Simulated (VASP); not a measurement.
OSZICAR of a VASP run on MgH₂ (rutile):

OSZICAR:
```
       N       E                     dE             d eps       ncg     rms          rms(c)
DAV:   1     0.511827218861E+01    0.51183E+01   -0.31994E+03   800   0.763E+02
DAV:   2    -0.154498415326E+02   -0.20568E+02   -0.20271E+02  1080   0.828E+01
DAV:   3    -0.161671020092E+02   -0.71726E+00   -0.71726E+00  1000   0.218E+01
DAV:   4    -0.161684211672E+02   -0.13192E-02   -0.13192E-02  1112   0.932E-01
DAV:   5    -0.161684263749E+02   -0.52078E-05   -0.52078E-05  1024   0.460E-02    0.663E+00
DAV:   6    -0.152138714726E+02    0.95455E+00   -0.81341E-01   848   0.543E+00    0.337E+00
DAV:   7    -0.149033112038E+02    0.31056E+00   -0.98936E-01   896   0.649E+00    0.507E-01
DAV:   8    -0.149129559966E+02   -0.96448E-02   -0.17718E-02   856   0.112E+00    0.550E-02
DAV:   9    -0.149129634917E+02   -0.74950E-05   -0.28586E-04  1184   0.146E-01    0.165E-02
DAV:  10    -0.149129865595E+02   -0.23068E-04   -0.35533E-05   872   0.559E-02    0.785E-03
DAV:  11    -0.149129857507E+02    0.80884E-06   -0.44924E-06  1024   0.110E-02    0.215E-03
DAV:  12    -0.149129856796E+02    0.71063E-07   -0.22505E-07   800   0.356E-03
   1 F= -.14912986E+02 E0= -.14912986E+02  d E =0.000000E+00
```

Which electronic solver shows in the log?

It is blocked Davidson (ALGO = Normal, or the opening steps of other solvers). The INCAR had ALGO = Normal.

Can the final energy be trusted as converged?

Self-consistency was reached. It stopped with EDIFF = 1E-7, NELM = 100 (vdW-DF-cx, plane waves, VASP's PBE PAW potentials (set 64)).

The compound is MgH2 in the rutile structure. It was relaxed first.
